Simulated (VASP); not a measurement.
Computed with PW91 GGA, VASP's PBE PAW potentials (set 64) (plane waves; VASP).

Input for VASP

File KPOINTS:
```
Automatic mesh
0
Gamma
6 6 3
0 0 0
```

**INCAR**
```
ALGO  =  Normal
EDIFF  =  1E-6
EDIFFG  =  -0.02
ENCUT  =  520
GGA  =  91
IBRION  =  2
ISIF  =  3
ISMEAR  =  0
LASPH  =  T
LCHARG  =  F
LMAXMIX  =  4
LREAL  =  F
LWAVE  =  F
NELM  =  100
NSW  =  60
PREC  =  Accurate
SIGMA  =  0.05
SYSTEM  =  MgI2
```

File POSCAR:
```
MgI2
1.0
  2.0978177830  -3.6335265466   0.0000000000
  2.0978177830   3.6335265466   0.0000000000
  0.0000000000   0.0000000000   7.7025176143
Mg I
1 2
Cart
  0.0000000000   0.0000000000   0.0000000000
  2.0978177830   1.2111779379   1.6770839074
  2.0978177830  -1.2111779379   6.0254337069
```

POTCAR, in this order: Mg I (PBE.64 set). Program: vasp_std.

What VASP printed:

### OSZICAR
```
       N       E                     dE             d eps       ncg     rms          rms(c)
DAV:   1     0.858116300968E+02    0.85812E+02   -0.58190E+03   408   0.104E+03
DAV:   2    -0.918504318748E+00   -0.86730E+02   -0.79579E+02   604   0.152E+02
DAV:   3    -0.782205974653E+01   -0.69036E+01   -0.68795E+01   516   0.518E+01
DAV:   4    -0.796792655576E+01   -0.14587E+00   -0.14582E+00   544   0.926E+00
DAV:   5    -0.797138386255E+01   -0.34573E-02   -0.34570E-02   536   0.139E+00    0.380E+00
DAV:   6    -0.784145074944E+01    0.12993E+00   -0.15435E-01   464   0.216E+00    0.265E+00
DAV:   7    -0.781760409896E+01    0.23847E-01   -0.14437E-01   476   0.213E+00    0.690E-01
DAV:   8    -0.781543861882E+01    0.21655E-02   -0.10356E-02   460   0.615E-01    0.217E-01
DAV:   9    -0.781555704890E+01   -0.11843E-03   -0.10048E-03   532   0.221E-01    0.996E-02
DAV:  10    -0.781554539292E+01    0.11656E-04   -0.37021E-05   492   0.527E-02    0.379E-02
DAV:  11    -0.781555117535E+01   -0.57824E-05   -0.20090E-05   492   0.346E-02    0.262E-02
DAV:  12    -0.781555178549E+01   -0.61015E-06   -0.89851E-07   356   0.718E-03
   1 F= -.78155518E+01 E0= -.78155518E+01  d E =-.781555E+01
       N       E                     dE             d eps       ncg     rms          rms(c)
DAV:   1    -0.781608945249E+01   -0.53828E-03   -0.87342E-03   456   0.493E-01    0.990E-02
DAV:   2    -0.781577159723E+01    0.31786E-03   -0.51405E-04   452   0.141E-01    0.431E-02
DAV:   3    -0.781569199358E+01    0.79604E-04   -0.24920E-04   460   0.796E-02    0.287E-02
DAV:   4    -0.781569059313E+01    0.14005E-05   -0.46683E-06   484   0.168E-02    0.263E-02
DAV:   5    -0.781568791141E+01    0.26817E-05   -0.56024E-06   492   0.144E-02    0.430E-03
DAV:   6    -0.781568775092E+01    0.16049E-06   -0.38137E-07   248   0.460E-03
   2 F= -.78156878E+01 E0= -.78156878E+01  d E =-.135965E-03
       N       E                     dE             d eps       ncg     rms          rms(c)
DAV:   1    -0.781607832637E+01   -0.39041E-03   -0.76192E-03   432   0.461E-01    0.914E-02
DAV:   2    -0.781580180493E+01    0.27652E-03   -0.44675E-04   460   0.131E-01    0.402E-02
DAV:   3    -0.781573262860E+01    0.69176E-04   -0.21598E-04   448   0.741E-02    0.266E-02
DAV:   4    -0.781573132703E+01    0.13016E-05   -0.41049E-06   476   0.157E-02    0.242E-02
DAV:   5    -0.781572888316E+01    0.24439E-05   -0.49098E-06   472   0.133E-02    0.398E-03
DAV:   6    -0.781572875295E+01    0.13021E-06   -0.33743E-07   244   0.430E-03
   3 F= -.78157288E+01 E0= -.78157288E+01  d E =-.176967E-03
       N       E                     dE             d eps       ncg     rms          rms(c)
DAV:   1    -0.781580093113E+01   -0.72048E-04   -0.58115E-03   464   0.457E-01    0.243E-02
DAV:   2    -0.781581145504E+01   -0.10524E-04   -0.23347E-04   484   0.107E-01    0.129E-02
DAV:   3    -0.781580753918E+01    0.39159E-05   -0.45240E-06   500   0.176E-02    0.820E-03
DAV:   4    -0.781580518521E+01    0.23540E-05   -0.49244E-06   484   0.136E-02    0.207E-03
DAV:   5    -0.781580523073E+01   -0.45523E-07   -0.48127E-07   232   0.446E-03
   4 F= -.78158052E+01 E0= -.78158052E+01  d E =-.764778E-04
```

File OUTCAR:
```
------------------------ aborting loop because EDIFF is reached ----------------------------------------
  FORCE on cell =-STRESS in cart. coord.  units (eV):
  Direction    XX          YY          ZZ          XY          YZ          ZX
  --------------------------------------------------------------------------------------
  Total       -0.0129628     -0.0129628      0.0117856      0.0000000     -0.0000000      0.0000000
  in kB       -0.1760503     -0.1760503      0.1600623      0.0000000     -0.0000000      0.0000000
  external PRESSURE =      -0.0640127 kB  Pullay stress =       0.0000000 kB
  volume of cell :      117.97
      direct lattice vectors                 reciprocal lattice vectors
     2.102814537 -3.642181175  0.000000000     0.237776557 -0.137280376 -0.000000000
     2.102814537  3.642181175 -0.000000000     0.237776557  0.137280376  0.000000000
     0.000000000 -0.000000000  7.701602650    -0.000000000  0.000000000  0.129843105
 POSITION                                       TOTAL-FORCE (eV/Angst)
 -----------------------------------------------------------------------------------
      2.10281      3.64218     -0.00000         0.000000      0.000000     -0.000000
      2.10281      1.21406      1.67325        -0.000000     -0.000000     -0.015521
      2.10281     -1.21406      6.02835        -0.000000      0.000000      0.015521
 -----------------------------------------------------------------------------------
    total drift:                               -0.000000     -0.000000      0.000000
  FREE ENERGIE OF THE ION-ELECTRON SYSTEM (eV)
  ---------------------------------------------------
  free  energy   TOTEN  =        -7.8158052307 eV

  energy  without entropy=       -7.8158052307  energy(sigma->0) =       -7.81580523

 reached required accuracy - stopping structural energy minimisation
```
(Selected blocks of OUTCAR.)

CONTCAR:
```
MgI2
   1.00000000000000
     2.1028145369312896   -3.6421811751488957    0.0000000000000000
     2.1028145369312896    3.6421811751488957   -0.0000000000000000
     0.0000000000000000   -0.0000000000000000    7.7016026496578291
  Mg              I
     1     2
Direct
     0.0000000000000000    1.0000000000000000    0.0000000000000000
     0.3333330000000032    0.6666669999999968    0.2172600835312218
     0.6666669999999968    0.3333330000000032    0.7827399164687782
```

Without a dispersion term in the relaxation, distances and binding between the weakly bound layers, chains or molecules are unreliable, and so is what depends on them.

The compound is MgI2 in the 1T layered structure. This run relaxes it. Symmetry was kept, so distortions that lower it aren't found. The start is the result of an earlier pass.
